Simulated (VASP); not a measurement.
Here is the system:

```yaml
crystal:
  lattice:
    - [1.27490, -2.20819, 0.00000]
    - [1.27490, 2.20819, 0.00000]
    - [0.00000, 0.00000, 4.21851]
  atoms:
    - { symbol: B, position: [0.66667, 0.33333, 0.50031] }
    - { symbol: B, position: [0.33333, 0.66667, 0.00031] }
    - { symbol: N, position: [0.66667, 0.33333, 0.87469] }
    - { symbol: N, position: [0.33333, 0.66667, 0.37469] }
```

The numbers are results of rev-vdW-DF2, VASP's PBE PAW potentials (set 64) (plane waves; VASP), not measurements. Run with 520 eV cut-off, Gaussian smearing of 0.050 eV, potentials B N.

Problem. Give the energies of bands 3 to 11 at the high-symmetry points, in eV from the valence-band maximum.

Solution. 
```csv
band,Γ,M,K,A,L,H
3,-10.83,-9.41,-9.17,-5.66,-9.93,-8.75
4,-2.10,-7.73,-7.13,-5.66,-9.93,-8.75
5,-2.10,-6.85,-7.13,-1.16,-3.73,-7.67
6,-0.28,-4.94,-5.39,-1.16,-3.73,-7.67
7,0.00,-4.38,-5.37,-1.16,-3.54,-3.01
8,0.00,-2.09,-5.37,-1.16,-3.54,-3.01
9,8.38,6.75,5.19,9.52,6.62,9.37
10,8.38,7.96,13.46,9.52,6.62,9.37
11,8.61,10.60,13.46,9.93,10.06,10.15
```

The gap is indirect, 5.19 eV, from the valence maximum at Γ to the conduction minimum at K.

The compound is BN in the wurtzite structure, a metastable high-pressure form. It was relaxed first.
